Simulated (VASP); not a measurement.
Input of a VASP 6.6.1 run:

The input INCAR:

```
PREC     = Accurate       # precision mode
ENCUT    = 520            # plane-wave cutoff, eV
EDIFF    = 1E-7           # SCF threshold, eV
ISMEAR   = 0              # smearing method
SIGMA    = 0.01           # smearing width, eV
LREAL    = False          # projectors in reciprocal space
LASPH    = True           # aspherical terms in the spheres
NELM     = 60             # most SCF steps
ALGO     = Normal         # electronic algorithm
ISIF     = 2              # what is computed and relaxed
LWAVE    = False          # write WAVECAR
LCHARG   = False          # write CHGCAR
GGA      = PE             # functional
IBRION   = 2              # ionic algorithm
NSW      = 60             # ionic steps
EDIFFG   = -0.005         # ionic threshold
```

File KPOINTS:

```
regular mesh
0
Gamma
  1 1 1
```

File POSCAR:

```
GaHCl2O
1.0
   12.0000000000      0.0000000000      0.0000000000
    0.0000000000     13.0000000000      0.0000000000
    0.0000000000      0.0000000000     12.0000000000
O Ga Cl H
1 1 2 1
Direct
    0.5189090000      0.5977630000      0.5265180000
    0.5071230000      0.4638600000      0.5112170000
    0.6242920000      0.3697980000      0.5941270000
    0.3806990000      0.3983980000      0.4113710000
    0.4620870000      0.6338200000      0.4873320000
```

Potentials or basis: VASP PAW PBE potentials, release 64 (O, Ga_d, Cl, H).

Run with:

```sh
$ cat potpaw_PBE.64/O/POTCAR potpaw_PBE.64/Ga_d/POTCAR potpaw_PBE.64/Cl/POTCAR potpaw_PBE.64/H/POTCAR > POTCAR
$ mpirun -np 1 vasp_gam > vasp.out
```

Question: What does it give for the energy gained by relaxing?

Answer: 4.7 meV/atom.

Question: What does it give for the gap between the frontier levels?

Answer: 5.06 eV.

Final structure:
```
O Ga Cl H
1.0
    12.00000    0.00000    0.00000
     0.00000   13.00000    0.00000
     0.00000    0.00000   12.00000
O Ga Cl H
1 1 2 1
Cartesian
  6.2321 7.7865 6.3332
  6.0923 6.0219 6.1342
  7.4981 4.7959 7.1337
  4.5560 5.1656 4.9290
  5.5387 8.2574 5.8367
```
